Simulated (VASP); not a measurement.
YGe (relaxed from the WC structure, space group P-6m2): computed properties

These are PBEsol GGA, VASP's PBE PAW potentials (set 64) (plane waves; VASP) values and carry that method's errors.

```yaml
space_group: P-6m2 (187)
cell: a = b = 3.633 Å, c = 4.175 Å, α = β = 90.00°, γ = 120.00°
volume_per_atom: 23.86 Å^3/atom
band gap (over mesh and band path): none (metal, semimetal or under 0.01 eV)
density: 5.62 g/cm³
```

```xyz
2
Lattice="3.6331 0.0000 0.0000 -1.8166 3.1464 0.0000 0.0000 0.0000 4.1753" Properties=species:S:1:pos:R:3 pbc="T T T"
Y      0.0000     0.0000     0.0000
Ge     1.8166     1.0488     2.0877
```

The structure was generated: YGe was put into the WC type (P-6m2), which need not be its known phase. It was relaxed first, which changed the volume by -7 %. Symmetry was kept, so distortions that lower it aren't found. The electron count is odd and the run is not spin-polarised, which forces a metal.
